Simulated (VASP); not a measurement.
Data:

```
W
1.0
   -1.59218     1.59218     1.59218
    1.59218    -1.59218     1.59218
    1.59218     1.59218    -1.59218
W
1
Cartesian
  0.00000   0.00000   0.00000
```

All values below come from PBE GGA, VASP's PBE PAW potentials (set 64) (plane waves; VASP 6.6.1). Run with 500 eV cut-off, 16×16×16 Γ-centred mesh, first-order Methfessel-Paxton smearing of 0.10 eV, potentials W_sv.

The ions, cell shape and volume at an external pressure of 5.0 GPa are relaxed. What does this cell relax into?

```
W
1.0
   -1.58393     1.58393     1.58393
    1.58393    -1.58393     1.58393
    1.58393     1.58393    -1.58393
W
1
Cartesian
  0.00000   0.00000   0.00000
```
Space group Im-3m (229), at a tolerance of 0.03 Å.

How do energy and volume change from the first to the last step?

The energy (σ→0) changes by +3.7 meV/atom and the volume by -1.5 %, in 3 ionic steps.

The compound is W in the bcc structure. This run relaxes it under an external pressure of 5 GPa. Symmetry was kept, so distortions that lower it aren't found.
